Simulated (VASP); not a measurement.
VASP ran on this input.

File KPOINTS:
```
Automatic mesh
0
Gamma
8 8 8
0 0 0
```

### POSCAR
```
MoS2
3.1500720
  1.0000000000   0.0000000000   0.0000000000
 -0.5000000000   0.8660252845   0.0000000000
  0.0000000000   0.0000000000   4.1370832159
Mo S
2 4
Cart
  0.0000000000   0.0000000000   1.0342708040
  0.0000000000   0.0000000000   3.1028124119
 -0.0000005000   0.5773504783   1.5213709818
  0.5000005000   0.2886748062   2.6157122341
  0.5000005000   0.2886748062   3.5899125897
 -0.0000005000   0.5773504783   0.5471706261
```

### INCAR
```
SYSTEM = MoS2
PREC = Accurate
ENCUT = 210
EDIFF = 1E-6
NELM = 100
ALGO = Normal
LREAL = .FALSE.
LASPH = .TRUE.
ISMEAR = 0
SIGMA = 0.02
GGA = PE
LMAXMIX = 4
LWAVE = .FALSE.
LCHARG = .FALSE.
ISIF = 2
```

POTCAR, in this order: Mo_sv S (PBE.64 set). Program: vasp_std.

Task: Write an equivalent input for Quantum ESPRESSO's pw.x.

Result: One equivalent input (not run):
```
&CONTROL
  calculation = 'scf'
  pseudo_dir = './pseudo'
  outdir = './out'
  tprnfor = .true.
  tstress = .true.
/
&SYSTEM
  ibrav = 0
  nat = 6
  ntyp = 2
  ecutwfc = 80
  occupations = 'smearing'
  smearing = 'gaussian'
  degauss = 0.00147
  input_dft = 'pbe'
/
&ELECTRONS
  conv_thr = 7.3e-08
  electron_maxstep = 100
/
ATOMIC_SPECIES
  Mo 95.950 Mo.upf
  S 32.060 S.upf
CELL_PARAMETERS angstrom
     3.1500720    0.0000000    0.0000000
    -1.5750360    2.7280420    0.0000000
     0.0000000    0.0000000   13.0321100
ATOMIC_POSITIONS crystal
  Mo   0.0000000  0.0000000  0.2500000
  Mo   0.0000000  0.0000000  0.7500000
  S    0.3333330  0.6666670  0.3677400
  S    0.6666670  0.3333330  0.6322600
  S    0.6666670  0.3333330  0.8677400
  S    0.3333330  0.6666670  0.1322600
K_POINTS automatic
  8 8 8 0 0 0
```
Limits of the translation: the potentials are each code's own (VASP's PAW set, PseudoDojo norm-conserving files in pw.x), so ENCUT and ecutwfc are chosen apart and not converted; conv_thr bounds pw.x's estimated SCF error, while EDIFF bounds the energy change between steps.

The structure comes from a computed database's MoS2 entry; how it stands against other phases isn't given here. The cell was not relaxed at this level. The run is one of a series of settings (ENCUT = 210, KPOINTS 8×8×8 Γ-centred mesh against the base run), some of them coarse on purpose.
